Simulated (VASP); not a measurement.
Level of theory: PBE GGA with D3 dispersion (Becke-Johnson damping), VASP's PBE PAW potentials (set 64) (plane waves; VASP).

The input files of a VASP run:

POSCAR:
```
HfC
1
    0.0000000000     2.3082784210     2.3082784210
    2.3082784210    -0.0000000000     2.3082784210
    2.3082784210     2.3082784210     0.0000000000
Hf C
1 1
Direct
  0.0000000000   0.0000000000   0.0000000000
  0.5000000000   0.5000000000   0.5000000000
```

### INCAR
```
! general
SYSTEM  = HfC
PREC    = Accurate
ENCUT   = 520   ! plane-wave cut-off (eV)
LREAL   = .FALSE.
LASPH   = .TRUE.   ! aspherical one-centre terms

! electronic loop
EDIFF   = 1E-7
NELM    = 100
ALGO    = Normal   ! blocked Davidson
LMAXMIX = 6   ! l cut-off of mixed one-centre charges

! smearing
ISMEAR  = -5

! functional
GGA     = PE
IVDW    = 12   ! D3, Becke-Johnson

! ions
ISIF    = 2

! output
LWAVE   = .FALSE.
LCHARG  = .TRUE.
LORBIT  = 11   ! lm-projected
NEDOS   = 601
```

### KPOINTS
```
Automatic mesh
0
Gamma
15 15 15
0 0 0
```

POTCAR, in this order: Hf_pv C (PBE.64 set). Program: vasp_std.

The run wrote:

### OSZICAR
```
       N       E                     dE             d eps       ncg     rms          rms(c)
DAV:   1     0.230849810385E+02    0.23085E+02   -0.78030E+03  2640   0.122E+03
DAV:   2    -0.224790924502E+02   -0.45564E+02   -0.43609E+02  3349   0.216E+02
DAV:   3    -0.241806761996E+02   -0.17016E+01   -0.16828E+01  3407   0.321E+01
DAV:   4    -0.241953743455E+02   -0.14698E-01   -0.14706E-01  3171   0.318E+00
DAV:   5    -0.241955653019E+02   -0.19096E-03   -0.19093E-03  3436   0.292E-01    0.594E+01
DAV:   6    -0.211106052274E+02    0.30850E+01   -0.19973E+01  2933   0.232E+01    0.420E+01
DAV:   7    -0.210503067583E+02    0.60298E-01   -0.61570E-01  3076   0.611E+00    0.249E+01
DAV:   8    -0.210438467561E+02    0.64600E-02   -0.49947E-02  2912   0.227E+00    0.562E+00
DAV:   9    -0.210385327438E+02    0.53140E-02   -0.26067E-02  2992   0.972E-01    0.185E+00
DAV:  10    -0.210383116174E+02    0.22113E-03   -0.84216E-04  3125   0.251E-01    0.397E-01
DAV:  11    -0.210382990659E+02    0.12551E-04   -0.17291E-04  3049   0.970E-02    0.583E-02
DAV:  12    -0.210382973774E+02    0.16885E-05   -0.60627E-06  3074   0.225E-02    0.650E-02
DAV:  13    -0.210382967103E+02    0.66711E-06   -0.54212E-07  3122   0.720E-03    0.210E-03
DAV:  14    -0.210382966971E+02    0.13125E-07   -0.74764E-09  1494   0.943E-04
   1 F= -.21770939E+02 E0= -.21770939E+02  d E =0.000000E+00
```

### OUTCAR
```
------------------------ aborting loop because EDIFF is reached ----------------------------------------
 Edisp (eV)   -0.73264
  FORCE on cell =-STRESS in cart. coord.  units (eV):
  Direction    XX          YY          ZZ          XY          YZ          ZX
  --------------------------------------------------------------------------------------
  Total      -0.01127    -0.01127    -0.01127     0.00000     0.00000    -0.00000
  in kB      -0.73416    -0.73416    -0.73416     0.00000     0.00000    -0.00000
  external pressure =       -0.73 kB  Pullay stress =        0.00 kB
  volume of cell :       24.60
      direct lattice vectors                 reciprocal lattice vectors
     0.000000000  2.308278421  2.308278421    -0.216611651  0.216611651  0.216611651
     2.308278421  0.000000000  2.308278421     0.216611651 -0.216611651  0.216611651
     2.308278421  2.308278421  0.000000000     0.216611651  0.216611651 -0.216611651
 POSITION                                       TOTAL-FORCE (eV/Angst)
 -----------------------------------------------------------------------------------
      0.00000      0.00000      0.00000         0.000000      0.000000      0.000000
      2.30828      2.30828      2.30828         0.000000      0.000000      0.000000
 -----------------------------------------------------------------------------------
    total drift:                                0.000000     -0.000000     -0.000000
  FREE ENERGIE OF THE ION-ELECTRON SYSTEM (eV)
  ---------------------------------------------------
  free  energy   TOTEN  =       -21.7709388653 eV

  energy  without entropy=      -21.7709388653  energy(sigma->0) =      -21.77093887

 total charge

# of ion       s       p       d       tot
------------------------------------------
    1        0.317   6.644   1.698   8.659
    2        0.876   1.527   0.000   2.404
--------------------------------------------------
tot          1.193   8.172   1.698  11.062
```
(Selected blocks of OUTCAR.)

OUTCAR:
```
 val. band max:        6.3072459148   @ k =   0.0667   0.0000   0.0000

 cond. band min:       6.0637456065   @ k =   0.2000   0.2000   0.0000


 Fermi energy:         6.1399911844

 k-point     1 :       0.0000    0.0000    0.0000
  band No.  band energies     occupation
      1     -23.3453      2.00000
      2     -23.3453      2.00000
      3     -23.3453      2.00000
      4      -6.2972      2.00000
      5       7.1338     -0.30450
      6       7.1338      0.00000
      7       7.1338      0.00000
      8       7.5190      0.00000
      9       7.5190      0.00000
     10       7.5190      0.00000
     11       9.5798      0.00000

 k-point     2 :       0.0667    0.0000    0.0000
  band No.  band energies     occupation
      1     -23.3794      2.00000
      2     -23.3486      2.00000
      3     -23.3486      2.00000
      4      -6.1812      2.00000
      5       6.3072      1.07899
      6       6.5590      0.05176
      7       6.5590     -0.11036
      8       7.7645      0.00000
      9       7.7645      0.00000
     10       8.0638      0.00000
     11      10.1475      0.00000

 k-point     3 :       0.1333    0.0000    0.0000
  band No.  band energies     occupation
      1     -23.4744      2.00000
      2     -23.3576      2.00000
      3     -23.3576      2.00000
      4      -5.8445      2.00000
      5       5.1514      2.00593
      6       5.6846      2.04345
      7       5.6846      2.11124
      8       8.1474      0.00000
      9       8.1474      0.00000
     10       8.5100      0.00000
     11      11.3418      0.00000

 k-point     4 :       0.2000    0.0000    0.0000
  band No.  band energies     occupation
      1     -23.6111      2.00000
      2     -23.3710      2.00000
      3     -23.3710      2.00000
      4      -5.3179      2.00000
      5       3.9422      2.00000
      6       4.8608      2.00000
      7       4.8608      2.00000
      8       8.6986      0.00000
      9       8.6986      0.00000
...
```

For a metal the tetrahedron method with Blöchl corrections gives inexact stress and forces. Unless said otherwise, spin-orbit coupling is left out, though it shifts the bands of the heavy elements here.

The compound is HfC in the rock salt structure. It was relaxed first.
